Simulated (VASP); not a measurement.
A run of VASP 6.6.1:

INCAR

```
SYSTEM = C
AGGAC = 0.0 ; ALGO = Normal
EDIFF = 1E-6 ; ENCUT = 520
GGA = RE ; ISIF = 2
ISMEAR = -1 ; LASPH = .TRUE.
LCHARG = .FALSE. ; LREAL = .FALSE.
LUSE_VDW = .TRUE. ; LWAVE = .FALSE.
NBANDS = 16 ; NELM = 100
PREC = Accurate ; SIGMA = 0.05
```

Contents of KPOINTS:

```
k-points
0
G
  16 16 4
  0 0 0
```

File POSCAR:

```
C
1.0
    2.4610000000      0.0000000000      0.0000000000
   -1.2305000000      2.1312885187      0.0000000000
    0.0000000000      0.0000000000      8.0496000000
C
4
Direct
    0.0000000000      0.0000000000      0.2500000000
    0.3333333333      0.6666666667      0.2500000000
    0.0000000000      0.0000000000      0.7500000000
    0.6666666667      0.3333333333      0.7500000000
```

Potentials or basis: VASP PAW PBE potentials, release 64 (C).

Launch:

```bash
$ cat potpaw_PBE.64/C/POTCAR > POTCAR
$ mpirun -np 1 vasp_std > vasp.out
```

Hardware: 1 thread of Intel(R) Xeon(R) 6975P-C (Granite Rapids), with other jobs on the host.

**Question.** Estimate the wall time of this run.

**Answer.** Wall time 32 s on 1 thread of Intel(R) Xeon(R) 6975P-C (Granite Rapids) (shared host), peak memory 0.32 GiB. Counts: scf iterations 12, k points 90.
